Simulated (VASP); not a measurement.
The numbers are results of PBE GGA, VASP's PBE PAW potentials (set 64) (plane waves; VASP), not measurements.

VASP ran on this input.

POSCAR:
```
CuAu
1
    2.8379166466     0.0000000000     0.0000000000
   -0.0000000000     2.8379166466     0.0000000000
   -0.0000000000     0.0000000000     3.7207258075
Cu Au
1 1
Direct
  0.0000000000   1.0000000000   1.0000000000
  0.5000000000   0.5000000000   0.5000000000
```

### INCAR
```
ALGO = Normal
EDIFF = 1E-6
EDIFFG = -0.02
ENCUT = 500
GGA = PE
IBRION = 2
ISIF = 3
ISMEAR = 1
LASPH = .TRUE.
LCHARG = .FALSE.
LMAXMIX = 6
LREAL = .FALSE.
LWAVE = .FALSE.
NELM = 100
NSW = 40
PREC = Accurate
SIGMA = 0.1
SYSTEM = CuAu
```

### KPOINTS
```
Automatic
0
gamma
 13 13 10
```

POTCAR, in this order: Cu Au (PBE.64 set). Program: vasp_std.

Output

File OSZICAR:
```
       N       E                     dE             d eps       ncg     rms          rms(c)
DAV:   1     0.129269285135E+03    0.12927E+03   -0.11184E+04  5229   0.203E+03
DAV:   2    -0.332231689841E+01   -0.13259E+03   -0.12619E+03  5243   0.329E+02
DAV:   3    -0.797782723554E+01   -0.46555E+01   -0.45953E+01  6293   0.723E+01
DAV:   4    -0.802824188573E+01   -0.50415E-01   -0.50380E-01  5811   0.640E+00
DAV:   5    -0.802974431419E+01   -0.15024E-02   -0.15024E-02  7450   0.120E+00    0.109E+01
DAV:   6    -0.753045212849E+01    0.49929E+00   -0.88428E+00  5133   0.854E+01    0.545E+00
DAV:   7    -0.711436093146E+01    0.41609E+00   -0.31952E+00  6226   0.901E+01    0.538E+00
DAV:   8    -0.706918452166E+01    0.45176E-01   -0.24580E-01  7081   0.123E+01    0.266E+00
DAV:   9    -0.706257579335E+01    0.66087E-02   -0.20732E-02  7822   0.343E+00    0.121E-01
DAV:  10    -0.706225671637E+01    0.31908E-03   -0.28027E-03  7199   0.713E-01    0.821E-02
DAV:  11    -0.706226400449E+01   -0.72881E-05   -0.12330E-04  7632   0.279E-01    0.522E-02
DAV:  12    -0.706225395835E+01    0.10046E-04   -0.26836E-05  6727   0.184E-01    0.328E-03
DAV:  13    -0.706225382821E+01    0.13013E-06   -0.77038E-07  3388   0.852E-03
   1 F= -.70622538E+01 E0= -.70622478E+01  d E =-.706225E+01
       N       E                     dE             d eps       ncg     rms          rms(c)
DAV:   1    -0.706454238449E+01   -0.22884E-02   -0.54008E-02  5582   0.341E+00    0.331E-01
DAV:   2    -0.706308176074E+01    0.14606E-02   -0.10536E-02  5575   0.291E+00    0.164E-01
DAV:   3    -0.706267418881E+01    0.40757E-03   -0.50861E-03  6019   0.245E+00    0.156E-01
DAV:   4    -0.706247247964E+01    0.20171E-03   -0.49341E-04  6306   0.768E-01    0.648E-02
DAV:   5    -0.706243094654E+01    0.41533E-04   -0.90888E-05  7798   0.222E-01    0.913E-03
DAV:   6    -0.706243101878E+01   -0.72240E-07   -0.70141E-06  6951   0.625E-02
   2 F= -.70624310E+01 E0= -.70624388E+01  d E =-.177191E-03
       N       E                     dE             d eps       ncg     rms          rms(c)
DAV:   1    -0.706340797419E+01   -0.97703E-03   -0.24485E-02  5516   0.229E+00    0.223E-01
DAV:   2    -0.706275195735E+01    0.65602E-03   -0.48320E-03  5547   0.197E+00    0.112E-01
DAV:   3    -0.706256136854E+01    0.19059E-03   -0.23233E-03  5962   0.166E+00    0.104E-01
DAV:   4    -0.706247027664E+01    0.91092E-04   -0.22078E-04  6292   0.510E-01    0.434E-02
DAV:   5    -0.706245114462E+01    0.19132E-04   -0.40749E-05  7749   0.147E-01    0.609E-03
DAV:   6    -0.706245114745E+01   -0.28290E-08   -0.22944E-06  3405   0.412E-02
   3 F= -.70624511E+01 E0= -.70624728E+01  d E =-.197319E-03
       N       E                     dE             d eps       ncg     rms          rms(c)
DAV:   1    -0.706424529775E+01   -0.17942E-02   -0.49151E-02  5890   0.330E+00    0.298E-01
DAV:   2    -0.706333874268E+01    0.90656E-03   -0.10230E-02  5490   0.317E+00    0.189E-01
DAV:   3    -0.706277241803E+01    0.56632E-03   -0.45103E-03  5631   0.239E+00    0.123E-01
DAV:   4    -0.706261549246E+01    0.15693E-03   -0.30392E-04  7709   0.516E-01    0.534E-02
DAV:   5    -0.706258757813E+01    0.27914E-04   -0.61046E-05  7710   0.184E-01    0.760E-03
DAV:   6    -0.706258744337E+01    0.13476E-06   -0.52815E-06  6272   0.498E-02
   4 F= -.70625874E+01 E0= -.70626359E+01  d E =-.136296E-03
```

OUTCAR:
```
------------------------ aborting loop because EDIFF is reached ----------------------------------------
  FORCE on cell =-STRESS in cart. coord.  units (eV):
  Direction    XX          YY          ZZ          XY          YZ          ZX
  --------------------------------------------------------------------------------------
  Total       -0.0342481     -0.0342481     -0.0187249      0.0000000     -0.0000000      0.0000000
  in kB       -1.8279792     -1.8279792     -0.9994338      0.0000000     -0.0000000      0.0000000
  external PRESSURE =      -1.5517974 kB  Pullay stress =       0.0000000 kB
  volume of cell :       30.02
      direct lattice vectors                 reciprocal lattice vectors
     2.832411345  0.000000000  0.000000000     0.353056064  0.000000000 -0.000000000
     0.000000000  2.832411345  0.000000000     0.000000000  0.353056064 -0.000000000
     0.000000000  0.000000000  3.741654023    -0.000000000  0.000000000  0.267261482
 POSITION                                       TOTAL-FORCE (eV/Angst)
 -----------------------------------------------------------------------------------
      0.00000      0.00000      0.00000         0.000000      0.000000      0.000000
      1.41621      1.41621      1.87083        -0.000000     -0.000000      0.000000
 -----------------------------------------------------------------------------------
    total drift:                                0.000000      0.000000     -0.000000
  FREE ENERGIE OF THE ION-ELECTRON SYSTEM (eV)
  ---------------------------------------------------
  free  energy   TOTEN  =        -7.0625874434 eV

  energy  without entropy=       -7.0627328084  energy(sigma->0) =       -7.06263590

 reached required accuracy - stopping structural energy minimisation
```
(Selected blocks of OUTCAR.)

### CONTCAR
```
CuAu
   1.00000000000000
     2.8324113451091448    0.0000000000000000    0.0000000000000000
     0.0000000000000000    2.8324113451091448    0.0000000000000000
     0.0000000000000000    0.0000000000000000    3.7416540226971180
  Cu              Au
     1     1
Direct
     0.0000000000000000    0.0000000000000000    0.0000000000000000
     0.5000000000000000    0.5000000000000000    0.5000000000000000
```

The compound is CuAu in the L1_0 structure. This run relaxes it. Symmetry was kept, so distortions that lower it aren't found.
